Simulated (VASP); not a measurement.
Input of a VASP 6.6.1 run:

INCAR

```
ALGO     = Fast           # electronic algorithm
EDIFF    = 1E-5           # SCF threshold, eV
ENCUT    = 520            # plane-wave cutoff, eV
GGA      = PE             # functional
ISIF     = 2              # what is computed and relaxed
ISMEAR   = 0              # smearing method
ISPIN    = 2              # spin polarisation
KPAR     = 2            
LASPH    = True           # aspherical terms in the spheres
LCHARG   = False          # write CHGCAR
LMAXMIX  = 4              # l up to which the mixer works
LORBIT   = 11             # projections on sites
LREAL    = Auto         
LWAVE    = False          # write WAVECAR
MAGMOM   = 0 0 2.15 2.15 -0.1 -0.1 -0.08 -0.08 -0.12 # initial moments
NELM     = 80             # most SCF steps
PREC     = Normal         # precision mode
SIGMA    = 0.15           # smearing width, eV
```

The input KPOINTS:

```
k-points
0
Gamma
  5 5 3
```

Contents of POSCAR:

```
CsLiCr2Te2S3
1.0
    2.8128700000     -4.8486500000      0.0000000000
    2.8128700000      4.8486500000      0.0000000000
    0.0000000000      0.0000000000      8.4815400000
Cs Li Cr Te S
1 1 2 2 3
Direct
    0.0000020000      0.0000020000      0.0849960000
    0.5000000000      0.5000000000      0.4810360000
    0.5000000000      0.0000010000      0.4696970000
    0.0000000000      0.5000010000      0.4696970000
    0.3071560000      0.6928440000      0.7371220000
    0.6928440000      0.3071560000      0.7371220000
    0.6742240000      0.3257760000      0.2830490000
    0.3257760000      0.6742240000      0.2830490000
    0.0000000000      0.0000000000      0.4945670000
```

Potentials or basis: VASP PAW PBE potentials, release 64 (Cs_sv, Li_sv, Cr_pv, Te, S).

The run is started by

```sh
$ cat potpaw_PBE.64/Cs_sv/POTCAR potpaw_PBE.64/Li_sv/POTCAR potpaw_PBE.64/Cr_pv/POTCAR potpaw_PBE.64/Te/POTCAR potpaw_PBE.64/S/POTCAR > POTCAR
$ mpirun -np 2 vasp_std > vasp.out
```

What does it give for the net moment?

4.01 μB per cell.

What does it give for the band gap on the k mesh?

None (metal or under the smearing width).

Forces on the atoms (eV/Å):
```
Cs   0.000  0.000  0.009
Li   0.000  0.000 -0.064
Cr   0.000  0.000 -0.041
Cr   0.000  0.000 -0.041
Te   0.000  0.010  0.036
Te   0.000 -0.010  0.036
S    0.000 -0.003  0.024
S    0.000  0.003  0.024
S    0.000  0.000  0.016
```

Caveat: only a ferromagnetic start was run, and an antiferromagnetic order may lie lower in energy. With open d or f shells a metallic result of PBE can be an artefact of self-interaction; +U or a hybrid may open a gap.
